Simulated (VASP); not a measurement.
Input:

```xyz
6
Lattice="4.7201 0.0000 0.0000 0.0000 4.7201 0.0000 0.0000 0.0000 3.1401" Properties=species:S:1:pos:R:3 pbc="T T T"
Zn     0.0000     0.0000     0.0000
Zn     2.3600     2.3600     1.5700
F      1.4329     1.4329     0.0000
F      3.7930     0.9271     1.5700
F      0.9271     3.7930     1.5700
F      3.2871     3.2871     0.0000
```

Level of theory: PBEsol GGA, VASP's PBE PAW potentials (set 64) (plane waves; VASP). Settings: 520 eV cut-off, Gaussian smearing of 0.050 eV, potentials Zn F.

### Question
Give the energies of bands 15 to 28 at the high-symmetry points, in eV from the valence-band maximum.

### Answer

```
band      Γ      X      M      Z      R      A
----  -----  -----  -----  -----  -----  -----
15    -2.95  -2.72  -2.94  -2.84  -3.00  -2.84
16    -2.95  -2.72  -2.94  -2.84  -3.00  -2.84
17    -2.90  -2.20  -2.62  -2.82  -2.85  -2.55
18    -2.49  -2.20  -2.62  -2.82  -2.85  -2.55
19    -2.03  -1.98  -2.17  -1.70  -2.36  -1.46
20    -1.60  -1.98  -2.17  -1.70  -2.36  -1.46
21    -1.50  -1.56  -1.58  -1.33  -1.75  -1.45
22    -1.50  -1.56  -1.58  -1.33  -1.75  -1.45
23    -1.14  -0.63  -1.22  -1.30  -1.30  -1.22
24    -0.32  -0.63  -1.22  -1.30  -1.30  -1.22
25    -0.32  -0.41  -0.34  -1.22  -0.05  -0.80
26     0.00  -0.41  -0.34  -1.22  -0.05  -0.80
27     3.35   5.96   6.89   8.12   8.64   7.94
28     9.20   5.96   6.89   8.12   8.64   7.94
```

The gap is direct, 3.35 eV, from the valence maximum at Γ to the conduction minimum at Γ.

Measured: gap 7.50 eV (computed value off by -4.15 eV), as given by Dominik Kurzydłowski et al., Inorganic Chemistry (2020), arXiv:1912.01850 [midpoint of the printed range].

The compound is ZnF2 in the rutile structure. It was relaxed first.
